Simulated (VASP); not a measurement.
Input:

```
HfO2
1.0
    0.00000     2.59948     2.50530
    2.56889     0.00000     2.50530
    2.56889     2.59948     0.00000
Hf O
1 2
Direct
  0.00000   0.00000   0.00000
  0.25000   0.25000   0.25000
  0.73512   0.76488   0.76488
```

These are PBE GGA, VASP's PBE PAW potentials (set 64) (plane waves; VASP 6.6.1) values and carry that method's errors. Run with 400 eV cut-off, 7×7×7 Γ-centred mesh, Gaussian smearing of 0.050 eV, potentials Hf_pv O.

At this cut-off the stress carries a Pulay error, which pulls relaxed volumes low.

Give the force on each atom (eV/Å).

| atom | Fx | Fy | Fz |
|---|---|---|---|
| Hf1 | 0.143 | 0.000 | 0.000 |
| O2 | 0.586 | 0.000 | 0.000 |
| O3 | -0.729 | 0.000 | 0.000 |

Give the stress tensor in GPa (positive for a compressed cell).

```
-13.02    0.00    0.00
  0.00  -18.87    1.96
  0.00    1.96   -2.55
```
The pressure is its mean diagonal, -11.48 GPa.

The compound is HfO2 in the fluorite structure, the high-temperature cubic form, which is unstable at 0 K; the monoclinic form is the stable one. The cell was not relaxed at this level, atoms are displaced from their ideal sites. The run is one of a series of settings (ENCUT = 400 against the base run), some of them coarse on purpose.
